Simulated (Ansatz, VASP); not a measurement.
Two plane-wave programs on AlB2Ru3

File INCAR:

```
PREC     = Accurate       # precision mode
ENCUT    = 520            # plane-wave cutoff, eV
EDIFF    = 1E-7           # SCF threshold, eV
ISMEAR   = 0              # smearing method
SIGMA    = 0.1            # smearing width, eV
LREAL    = F              # projectors in reciprocal space
LASPH    = T              # aspherical terms in the spheres
NELM     = 60             # most SCF steps
ALGO     = Normal         # electronic algorithm
ISIF     = 2              # what is computed and relaxed
LWAVE    = F              # write WAVECAR
LCHARG   = F              # write CHGCAR
GGA      = PE             # functional
NBANDS   = 34             # bands
```

Contents of KPOINTS:

```
regular mesh
0
Gamma
  6 6 4
```

POSCAR

```
AlB2Ru3
1.0
    3.5058228100      0.0000000000      0.0000000000
    0.0000000000      3.5058228100      0.0000000000
    0.0000000000      0.0000000000      6.2958241300
Al B Ru
1 2 3
Direct
    0.5000000000      0.5000000000      0.0000000000
    0.5000000000      0.0000000000      0.5000000000
    0.0000000000      0.5000000000      0.5000000000
    0.0000000000      0.0000000000      0.5000000000
    0.0000000000      0.0000000000      0.8500130400
    0.0000000000      0.0000000000      0.1499869600
```

Input for Ansatz:

```yaml
crystal:
  lattice:
    - [3.50582281, 0.0, 0.0]
    - [0.0, 3.50582281, 0.0]
    - [0.0, 0.0, 6.29582413]
  atoms:
    - { symbol: Al, position: [0.5, 0.5, 0.0] }
    - { symbol: B, position: [0.5, 0.0, 0.5] }
    - { symbol: B, position: [0.0, 0.5, 0.5] }
    - { symbol: Ru, position: [0.0, 0.0, 0.5] }
    - { symbol: Ru, position: [0.0, 0.0, 0.85001304] }
    - { symbol: Ru, position: [0.0, 0.0, 0.14998696] }
basis:
  ecutwfc: 420
kpoints:
  mp_grid: { grid: [6, 6, 4] }
hamiltonian:
  xc: pbe
scf:
  occupations: { method: gaussian, width: 0.1 }
  lower_state_search: "off"
output:
  forces: true
  stress: true
  eigenvalues: true
```

Alike in both runs: task single point; functional PBE; k mesh 6 × 6 × 4; occupations gaussian, width 0.1 eV; no spin polarisation.

|  | VASP | Ansatz |
| --- | --- | --- |
| version | VASP 6.6.1 | Ansatz 0.2.0 |
| potentials or method | VASP PAW PBE potentials, release 64 (Al, B, Ru_pv) | scalar-relativistic, plane waves, PAW |
| plane-wave cutoff (eV) | 520 | 420 |
| valence electrons in the cell | 51 | 57 |

```csv
,VASP,Ansatz,Ansatz less VASP
gap on the k mesh at the Fermi level (eV),none,none,-
rms of the force components (eV/Å),3.231,2.877,-0.3539
```

Atom by atom the forces differ by 0.354 eV/Å (rms over components). A gap of «none» marks a metal or a gap that the smearing closes. The two sets of potentials don't hold the same shells in valence.

Caveats: forces of over 1 eV/Å show positions far from the minimum, so gaps and moduli don't describe the material at rest.
